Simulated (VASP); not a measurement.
Input for VASP

**INCAR**
```
ALGO = Normal
EDIFF = 1E-8
EDIFFG = -0.001
ENCUT = 520
GGA = PS
IBRION = 1
ISIF = 2
ISMEAR = 1
ISPIN = 2
LASPH = .TRUE.
LCHARG = .FALSE.
LMAXMIX = 4
LORBIT = 10
LREAL = .FALSE.
LWAVE = .FALSE.
MAGMOM = 2*2.1 4*-0.1
NELM = 100
NSW = 30
PREC = Accurate
SIGMA = 0.1
SYSTEM = CrO2
```

POSCAR:
```
CrO2
1.0
  4.3922610793   0.0000000000   0.0000000000
  0.0000000000   4.3922610793   0.0000000000
  0.0000000000   0.0000000000   2.8934801377
Cr O
2 4
Cart
  0.0000000000   0.0000000000   0.0000000000
  2.1961305396   2.1961305396   1.4467400689
  1.3327438188   1.3327438188   0.0000000000
  3.5288743585   0.8633867208   1.4467400689
  0.8633867208   3.5288743585   1.4467400689
  3.0595172605   3.0595172605   0.0000000000
```

File KPOINTS:
```
Regular mesh
0
gamma
6 6 10
```

POTCAR, in this order: Cr_pv O (PBE.64 set). Program: vasp_std.

Problem. Write an equivalent input for Quantum ESPRESSO's pw.x.

Solution. One equivalent input (not run):
```
&CONTROL
  calculation = 'relax'
  pseudo_dir = './pseudo'
  outdir = './out'
  tprnfor = .true.
  tstress = .true.
  nstep = 30
  forc_conv_thr = 3.9e-05
/
&SYSTEM
  ibrav = 0
  nat = 6
  ntyp = 2
  ecutwfc = 94
  occupations = 'smearing'
  smearing = 'methfessel-paxton'
  degauss = 0.00735
  input_dft = 'pbesol'
  nspin = 2
  starting_magnetization(1) = 0.21
  starting_magnetization(2) = -0.01
/
&ELECTRONS
  conv_thr = 7.3e-10
  electron_maxstep = 100
/
&IONS
/
ATOMIC_SPECIES
  Cr 51.996 Cr.upf
  O 15.999 O.upf
CELL_PARAMETERS angstrom
     4.3922611    0.0000000    0.0000000
     0.0000000    4.3922611    0.0000000
     0.0000000    0.0000000    2.8934801
ATOMIC_POSITIONS crystal
  Cr   0.0000000  0.0000000  0.0000000
  Cr   0.5000000  0.5000000  0.5000000
  O    0.3034300  0.3034300  0.0000000
  O    0.8034300  0.1965700  0.5000000
  O    0.1965700  0.8034300  0.5000000
  O    0.6965700  0.6965700  0.0000000
K_POINTS automatic
  6 6 10 0 0 0
```
Limits of the translation: the potentials are each code's own (VASP's PAW set, PseudoDojo norm-conserving files in pw.x), so ENCUT and ecutwfc are chosen apart and not converted; conv_thr bounds pw.x's estimated SCF error, while EDIFF bounds the energy change between steps; starting_magnetization is a fraction of the valence charge and MAGMOM a moment in μB, so they match only roughly; forc_conv_thr acts on force components and is met together with etot_conv_thr.

The compound is CrO2 in the rutile structure. This run relaxes the ions in a fixed cell. Symmetry was kept, so distortions that lower it aren't found. The start is the result of an earlier pass.
